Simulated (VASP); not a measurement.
Consider the following.

```yaml
crystal:
  lattice:
    - [0.00000, 2.02758, 2.02758]
    - [2.02758, 0.00000, 2.02758]
    - [2.02758, 2.02758, 0.00000]
  atoms:
    - { symbol: Li, position: [0.00000, 0.00000, 0.00000] }
    - { symbol: F, position: [0.50000, 0.50000, 0.50000] }
```

Calculation: PW91 GGA, VASP's PBE PAW potentials (set 64) (plane waves; VASP). Settings: 520 eV cut-off, 12×12×12 Γ-centred mesh, tetrahedra with Blöchl corrections, potentials Li_sv F.

Question: What does the run give for the energy per atom (σ→0), band gap (on the k-mesh) with the smallest direct gap where there is one?

Answer: 
| Quantity | Result |
|---|---|
| band gap (on the k-mesh) | 8.95 eV |
| smallest direct gap (on the k-mesh) | 8.95 eV |
| energy per atom (σ→0) | -4.861 eV/atom |

Only differences to runs with the same potentials and settings are physical.

The compound is LiF in the rock salt structure. It was relaxed first.
